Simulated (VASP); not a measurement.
All values below come from PBE GGA with D3 dispersion (Becke-Johnson damping), VASP's PBE PAW potentials (set 64) (plane waves; VASP 6.6.1).

The input files of a VASP run:

### POSCAR
```
Te atom
1
   12.0000000000     0.0000000000     0.0000000000
    0.0000000000    12.5000000000     0.0000000000
    0.0000000000     0.0000000000    13.0000000000
Te
1
Direct
  0.0000000000   0.0000000000   0.0000000000
```

### INCAR
```
# general
SYSTEM  = Te atom
PREC    = Normal
ENCUT   = 520
LREAL   = .FALSE.
LASPH   = .TRUE.
ISYM    = 0

# electronic loop
EDIFF   = 1E-6
NELM    = 200
ALGO    = All   # all-band CG
LMAXMIX = 4

# smearing
ISMEAR  = 0   # Gaussian
SIGMA   = 0.01

# functional
GGA     = PE   # PBE
IVDW    = 12

# spin
ISPIN   = 2
MAGMOM  = 2
NUPDOWN = 2

# output
LWAVE   = .FALSE.
LCHARG  = .FALSE.
LORBIT  = 10
```

### KPOINTS
```
Automatic mesh
0
Gamma
1 1 1
0 0 0
```

POTCAR, in this order: Te (PBE.64 set). Program: vasp_gam. Read from the step before: WAVECAR.

The run wrote:

**OSZICAR**
```
       N       E                     dE             d eps       ncg     rms           ort
SDA:   1    -0.645677014336E+00   -0.64568E+00    0.00000E+00     8   0.422E-07   0.000E+00
SDA:   2    -0.645788522423E+00   -0.11151E-03   -0.65715E-04     8   0.285E-02   0.234E-05
CGA:   3    -0.650931084516E+00   -0.51426E-02   -0.51969E-02     8   0.574E-01  -0.223E-03
 trl   4    -0.584082518594E+00    0.66849E-01   -0.50672E-02     8   0.529E-01  -0.159E+00
SDA:   5    -0.648524687105E+00    0.24064E-02   -0.50672E-02     8   0.154E+00  -0.166E-01
CGA:   6    -0.692200200027E+00   -0.43676E-01   -0.43675E-01     8   0.855E-01   0.407E-03
CGA:   7    -0.712034390261E+00   -0.19834E-01   -0.19876E-01     8   0.305E-01  -0.568E-04
 trl   8    -0.702839646198E+00    0.91947E-02   -0.89678E-02     8   0.305E-01  -0.361E-01
CGA:   9    -0.721074932919E+00   -0.90405E-02   -0.89678E-02     8   0.502E-02   0.120E-02
CGA:  10    -0.723089833552E+00   -0.20149E-02   -0.20190E-02     8   0.128E-02  -0.302E-04
SDA:  11    -0.723372529812E+00   -0.28270E-03   -0.22723E-01     8   0.132E-02  -0.908E-03
CGA:  12    -0.723770329196E+00   -0.39780E-03   -0.39760E-03     8   0.113E-03   0.111E-05
CGA:  13    -0.723812210696E+00   -0.41881E-04   -0.42002E-04     8   0.143E-04   0.193E-06
CGA:  14    -0.723817814649E+00   -0.56040E-05   -0.56273E-05     8   0.287E-05   0.809E-07
CGA:  15    -0.723819541488E+00   -0.17268E-05   -0.17273E-05     8   0.840E-06   0.179E-07
CGA:  16    -0.723820059238E+00   -0.51775E-06   -0.51399E-06     8   0.481E-06   0.344E-09
   1 F= -.72413641E+00 E0= -.72413641E+00  d E =-.161535E-35  mag=     2.0000
```

OUTCAR:
```
------------------------ aborting loop because EDIFF is reached ----------------------------------------
 Edisp (eV)   -0.00032
  FORCE on cell =-STRESS in cart. coord.  units (eV):
  Direction    XX          YY          ZZ          XY          YZ          ZX
  --------------------------------------------------------------------------------------
  Total       0.00129    -0.00155    -0.00005     0.00215     0.00012    -0.00054
  in kB       0.00106    -0.00128    -0.00004     0.00177     0.00010    -0.00045
  external pressure =       -0.00 kB  Pullay stress =        0.00 kB
  volume of cell :     1950.00
      direct lattice vectors                 reciprocal lattice vectors
    12.000000000  0.000000000  0.000000000     0.083333333  0.000000000  0.000000000
     0.000000000 12.500000000  0.000000000     0.000000000  0.080000000  0.000000000
     0.000000000  0.000000000 13.000000000     0.000000000  0.000000000  0.076923077
 POSITION                                       TOTAL-FORCE (eV/Angst)
 -----------------------------------------------------------------------------------
      0.00000      0.00000      0.00000        -0.000002     -0.000004     -0.000002
 -----------------------------------------------------------------------------------
    total drift:                               -0.000002     -0.000004     -0.000002
  FREE ENERGIE OF THE ION-ELECTRON SYSTEM (eV)
  ---------------------------------------------------
  free  energy   TOTEN  =        -0.7241364066 eV

  energy  without entropy=       -0.7241364066  energy(sigma->0) =       -0.72413641

 total charge

# of ion       s       p       d       tot
------------------------------------------
    1        1.415   1.815   0.001   3.231

 magnetization (x)

# of ion       s       p       d       tot
------------------------------------------
    1        0.012   0.942   0.001   0.954
```
(Selected blocks of OUTCAR.)

The atom may not be in its lowest state.

The cell is a free atom in a box.
